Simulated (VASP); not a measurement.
Given:

```yaml
crystal:
  lattice:
    - [4.28238, 0.00000, 0.00000]
    - [0.00000, 4.28238, 0.00000]
    - [0.00000, 0.00000, 2.72632]
  atoms:
    - { symbol: Si, position: [0.00000, 0.00000, 0.00000] }
    - { symbol: Si, position: [0.50000, 0.50000, 0.50000] }
    - { symbol: O, position: [0.30778, 0.30778, 0.00000] }
    - { symbol: O, position: [0.80778, 0.19222, 0.50000] }
    - { symbol: O, position: [0.19222, 0.80778, 0.50000] }
    - { symbol: O, position: [0.69222, 0.69222, 0.00000] }
```

All values below come from vdW-DF2, VASP's PBE PAW potentials (set 64) (plane waves; VASP 6.6.1). Settings: 520 eV cut-off, Gaussian smearing of 0.050 eV, potentials Si O.

Give the energies of bands 6 to 19 at the high-symmetry points, in eV from the valence-band maximum.

```
band      Γ      X      M      Z      R       A
----  -----  -----  -----  -----  -----  ------
6     -5.87  -8.62  -7.38  -9.03  -8.89  -10.06
7     -5.87  -4.22  -5.45  -6.34  -7.43   -7.42
8     -5.50  -4.22  -5.45  -6.34  -7.43   -7.42
9     -5.01  -4.18  -3.82  -5.79  -6.04   -4.27
10    -4.66  -4.18  -3.82  -5.79  -6.04   -4.27
11    -2.88  -3.43  -2.99  -4.22  -3.51   -4.12
12    -2.88  -3.43  -2.99  -4.22  -3.51   -4.12
13    -2.50  -2.52  -2.38  -2.64  -2.07   -1.64
14    -0.82  -2.52  -2.38  -2.64  -2.07   -1.64
15    -0.82  -0.97  -1.97  -2.34  -1.55   -1.35
16     0.00  -0.97  -1.97  -2.34  -1.55   -1.35
17     4.59   6.92   6.69   8.21   8.17    6.63
18     6.72   6.92   6.69   8.21   8.17    6.63
19     8.36   8.93   9.68  11.95   9.43   10.63
```

The gap is direct, 4.59 eV, from the valence maximum at Γ to the conduction minimum at Γ.

The compound is SiO2 in the rutile structure, stishovite, a high-pressure form. It was relaxed first, which changed the volume by +7 %.
